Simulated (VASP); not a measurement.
Sn2C:

```xyz
6
Lattice="-3.1984 3.1984 3.6636 3.1984 -3.1984 3.6636 3.1984 3.1984 -3.6636" Properties=species:S:1:pos:R:3 pbc="T T T"
Sn    3.1984    1.5992    0.9159
Sn    0.0000    1.5992    4.5795
Sn    1.5992    3.1984   -0.9159
Sn    1.5992    0.0000    2.7477
C     0.0000    3.1984    1.8318
C     0.0000    0.0000    0.0000
```

The cell was built by a generator and needn't be a form met in nature.

```yaml
Program: VASP 6.6.1
Task: relaxation of cell and atoms
Functional: PBE
Potentials_or_basis: VASP PAW PBE potentials, release 64 (Sn_d, C)
Cutoff: 520 eV
k_mesh: 4 × 4 × 4
Occupations: gaussian, width 0.15 eV
Spin: no spin polarisation
```

At the start: pressure -0.6 GPa; volume 24.99 Å³/atom.

Question: Where does the relaxation end?

Answer: Over 24 steps the energy falls by 1033.3 meV/atom and the volume is 20.17 Å³/atom (-19.3 %); space group I4_1/amd (No. 141, to 0.05 Å).

The path:
```csv
step,energy change (eV),largest force (eV/Å),pressure (GPa),volume (Å³)
1,0.0000,0.0000,-0.61,149.91
2,-0.2922,0.0000,-0.08,147.71
3,-1.3871,0.0000,1.05,140.38
4,-4.7219,0.0000,4.92,118.77
5,437.8862,0.0000,1254.58,43.83
6,143.3596,0.0000,127.13,117.87
7,33.3016,0.0000,51.38,118.77
8,3.9676,0.0000,15.76,118.77
9,-2.2766,0.0000,8.53,118.78
10,-4.7974,0.0000,4.67,118.82
11,-4.8134,0.0000,4.87,118.90
12,-4.8446,0.0000,4.63,119.05
13,-4.9135,0.0000,4.37,119.37
14,-5.0294,0.0000,3.86,119.98
15,-5.2802,0.0000,2.63,121.18
16,-5.6216,0.0000,0.05,123.46
17,-5.9954,0.0000,-3.19,127.50
18,-6.0492,0.0000,-3.61,128.70
19,-6.0689,0.0000,-4.29,129.88
20,-6.0641,0.0000,-4.09,129.22
21,-6.1777,0.0000,-1.40,124.26
22,-6.1957,0.0000,-1.02,122.45
23,-6.1876,0.0000,1.62,118.87
24,-6.1998,0.0000,0.36,121.05
```

Final structure:
```yaml
crystal:
  lattice:
    - [-4.00553, 4.00553, 1.88618]
    - [4.00553, -4.00553, 1.88618]
    - [4.00553, 4.00553, -1.88618]
  atoms:
    - { symbol: Sn, position: [0.37500, 0.62500, 0.75000] }
    - { symbol: Sn, position: [0.87500, 0.62500, 0.25000] }
    - { symbol: Sn, position: [0.37500, 0.12500, 0.75000] }
    - { symbol: Sn, position: [0.37500, 0.62500, 0.25000] }
    - { symbol: C, position: [0.75000, 0.25000, 0.50000] }
    - { symbol: C, position: [0.00000, 0.00000, 0.00000] }
```

Caveat: the volume moved by over 15 % at a fixed basis, so the end points are rough.
